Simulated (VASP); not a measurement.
Calculation: RPBE GGA, VASP's PBE PAW potentials (set 64) (plane waves; VASP).

VASP input:

### INCAR
```
ALGO = Normal   ! blocked Davidson
LREAL = .FALSE.
EDIFF = 1E-7   ! SCF stop (eV)
LCHARG = .FALSE.
NELM = 100
LWAVE = .FALSE.
LASPH = .TRUE.
GGA = RP   ! RPBE
SIGMA = 0.05   ! width (eV)
PREC = Accurate
ENCUT = 520
LORBIT = 11   ! lm-projected
ICHARG = 11   ! fixed density
SYSTEM = AlN
ISMEAR = 0   ! Gaussian
```

**POSCAR**
```
AlN
1
    0.0000000000     2.2125546941     2.2125546941
    2.2125546941     0.0000000000     2.2125546941
    2.2125546941     2.2125546941     0.0000000000
Al N
1 1
Direct
  0.0000000000   0.0000000000   0.0000000000
  0.2500000000   0.2500000000   0.2500000000
```

### KPOINTS
```
k-points along high-symmetry lines
15
Line-mode
Reciprocal
  0.000000   0.000000   0.000000 ! GAMMA
 -0.500000  -0.500000   0.000000 ! X

 -0.500000  -0.500000   0.000000 ! X
 -0.375000  -0.375000   0.250000 ! U

 -0.375000  -0.000000   0.375000 ! K
  0.000000   0.000000   0.000000 ! GAMMA

  0.000000   0.000000   0.000000 ! GAMMA
 -0.000000  -0.000000   0.500000 ! L

 -0.000000  -0.000000   0.500000 ! L
 -0.500000  -0.250000   0.250000 ! W

 -0.500000  -0.250000   0.250000 ! W
 -0.500000  -0.500000   0.000000 ! X
```

POTCAR, in this order: Al N (PBE.64 set). Program: vasp_std. Read from the step before: CHGCAR.

What VASP printed:

**OUTCAR**
```
 ion  position               nearest neighbor table
   1  0.000  0.000  0.000-   2 1.92   2 1.92   2 1.92   2 1.92
   2  0.250  0.250  0.250-   1 1.92   1 1.92   1 1.92   1 1.92
  LATTYP: Found a face centered cubic cell.
 ALAT       =     4.4251093882
 Subroutine PRICEL returns:
 Original cell was already a primitive cell.
 Subroutine GETGRP returns: Found 24 space group operations
The static configuration has the point symmetry T_d .
The dynamic configuration has the point symmetry T_d .
 Subroutine INISYM returns: Found 24 space group operations
   k-points           NKPTS =     90   k-points in BZ     NKDIM =     90   number of bands    NBANDS=      8
   number of dos      NEDOS =    301   number of ions     NIONS =      2
   total plane-waves  NPLWV =  13824
   dimension x,y,z NGX =    24 NGY =   24 NGZ =   24
   dimension x,y,z NGXF=    48 NGYF=   48 NGZF=   48
   ions per type =               1   1
   PREC   = accura    normal or accurate (medium, high low for compatibility)
   ISTART =      0    job   : 0-new  1-cont  2-samecut
   ICHARG =     11    charge: 1-file 2-atom 10-const
   ISPIN  =      1    spin polarized calculation?
   LNONCOLLINEAR =      F non collinear calculations
   LSORBIT =      F    spin-orbit coupling
   INIWAV =      1    electr: 0-lowe 1-rand  2-diag
   ENCUT  =  520.0 eV  38.22 Ry    6.18 a.u.   5.82  5.82  5.82*2*pi/ulx,y,z
   NELM   =    100;   NELMIN=  2; NELMDL= -5     # of ELM steps
   EDIFF  = 0.1E-06   stopping-criterion for ELM
   LREAL  =      F    real-space projection
   NLSPLINE    = F    spline interpolate recip. space projectors
   LMAXMIX     =    2 max onsite mixed and CHGCAR
   VOSKOWN=      0    Vosko Wilk Nusair interpolation
   EDIFFG = 0.1E-05   stopping-criterion for IOM
   NSW    =      0    number of steps for IOM
   NBLOCK =      1;   KBLOCK =      1    inner block; outer block
   IBRION =     -1    ionic relax: 0-MD 1-quasi-New 2-CG
   NFREE  =      0    steps in history (QN), initial steepest desc. (CG)
   ISIF   =      2    stress and relaxation
   ISYM   =      2    0-nonsym 1-usesym 2-fastsym
   TEIN   =    0.0    initial temperature
   TEBEG  =    0.0;   TEEND  =   0.0 temperature during run
   SMASS  =  -3.00    Nose mass-parameter (am)
   PSTRESS=    0.0 pullay stress
   NELECT =       8.0000    total number of electrons
   EFERMI =   0.00;   METHOD = LEGACY
   ISMEAR =     0;   SIGMA  =   0.05  broadening in eV -4-tet -1-fermi 0-gaus
   IALGO  =     38    algorithm
   LDIAG  =      T    sub-space diagonalisation (order eigenvalues)
   IMIX   =      4    mixing-type and parameters
     AMIX     =   0.40;   BMIX     =  1.00
     AMIX_MAG =   1.60;   BMIX_MAG =  1.00
     AMIN     =   0.10
   GGA     = RP    functional components
   VOSKOWN =     0    Vosko Wilk Nusair interpolation
   LHFCALC =     F    Hartree Fock is set to
   LHFONE  =     F    Hartree Fock one center treatment
   AEXX    =    0.0000 exact exchange contribution
   IVDW    =     0    specifies the selected vdW correction
   LEPSILON=     F    determine dielectric tensor
   LRPA    =     F    only Hartree local field effects (RPA)
  energy-cutoff  :      520.00
  volume of cell :       21.66
      direct lattice vectors                 reciprocal lattice vectors
     0.000000000  2.212554694  2.212554694    -0.225983114  0.225983114  0.225983114
     2.212554694  0.000000000  2.212554694     0.225983114 -0.225983114  0.225983114
     2.212554694  2.212554694  0.000000000     0.225983114  0.225983114 -0.225983114
 k-point     1 :   0.0000 0.0000 0.0000  plane waves:     561
 k-point     2 :  -0.0357-0.0357 0.0000  plane waves:     573
 k-point     3 :  -0.0714-0.0714 0.0000  plane waves:     569
 k-point     4 :  -0.1071-0.1071 0.0000  plane waves:     569
 k-point     5 :  -0.1429-0.1429 0.0000  plane waves:     572
 k-point     6 :  -0.1786-0.1786 0.0000  plane waves:     572
 k-point     7 :  -0.2143-0.2143 0.0000  plane waves:     576
 k-point     8 :  -0.2500-0.2500 0.0000  plane waves:     576
 k-point     9 :  -0.2857-0.2857 0.0000  plane waves:     584
 k-point    10 :  -0.3214-0.3214 0.0000  plane waves:     576
...
```

OSZICAR:
```
       N       E                     dE             d eps       ncg     rms          rms(c)
DAV:   1     0.123478972240E+02    0.12348E+02   -0.39336E+03  1464   0.818E+02
DAV:   2    -0.126524463669E+02   -0.25000E+02   -0.23669E+02  2048   0.127E+02
DAV:   3    -0.131334833565E+02   -0.48104E+00   -0.48104E+00  1696   0.231E+01
DAV:   4    -0.131352015421E+02   -0.17182E-02   -0.17182E-02  2168   0.127E+00
DAV:   5    -0.131352074686E+02   -0.59265E-05   -0.59265E-05  1728   0.537E-02
DAV:   6    -0.131352075174E+02   -0.48803E-07   -0.48803E-07  2152   0.385E-03
   1 F= -.13135208E+02 E0= -.13135208E+02  d E =-.286188E-17
```

**OUTCAR**
```
 val. band max:        5.7208727694   @ k =   0.0000   0.0000   0.0000

 cond. band min:       9.0629496269   @ k =  -0.5000  -0.5000   0.0000



 k-point     1 :       0.0000    0.0000    0.0000
  band No.  band energies     occupation
      1      -9.0793      2.00000
      2       5.7209      2.00000
      3       5.7209      2.00000
      4       5.7209      2.00000
      5       9.6141      0.00000
      6      18.0066      0.00000
      7      18.0066      0.00000
      8      18.0066      0.00000

 k-point     2 :      -0.0357   -0.0357    0.0000
  band No.  band energies     occupation
      1      -9.0556      2.00000
      2       5.5961      2.00000
      3       5.6941      2.00000
      4       5.6941      2.00000
      5       9.7517      0.00000
      6      17.9190      0.00000
      7      18.0426      0.00000
      8      18.0426      0.00000

 k-point     3 :      -0.0714   -0.0714    0.0000
  band No.  band energies     occupation
      1      -8.9847      2.00000
      2       5.2693      2.00000
      3       5.6163      2.00000
      4       5.6163      2.00000
      5      10.1116      0.00000
      6      17.6742      0.00000
      7      18.1484      0.00000
      8      18.1484      0.00000

 k-point     4 :      -0.1071   -0.1071    0.0000
  band No.  band energies     occupation
      1      -8.8681      2.00000
      2       4.8277      2.00000
      3       5.4942      2.00000
      4       5.4942      2.00000
      5      10.5878      0.00000
      6      17.3158      0.00000
      7      18.3173      0.00000
      8      18.3174      0.00000

 k-point     5 :      -0.1429   -0.1429    0.0000
  band No.  band energies     occupation
      1      -8.7085      2.00000
      2       4.3370      2.00000
      3       5.3375      2.00000
      4       5.3375      2.00000
      5      11.0766      0.00000
      6      16.8970      0.00000
      7      18.5403      0.00000
      8      18.5405      0.00000
...
```

The density is held fixed in this step, so its total energy and stress have no physical meaning.

The compound is AlN in the zinc blende structure, a metastable form; wurtzite is the usual one. It was relaxed first.
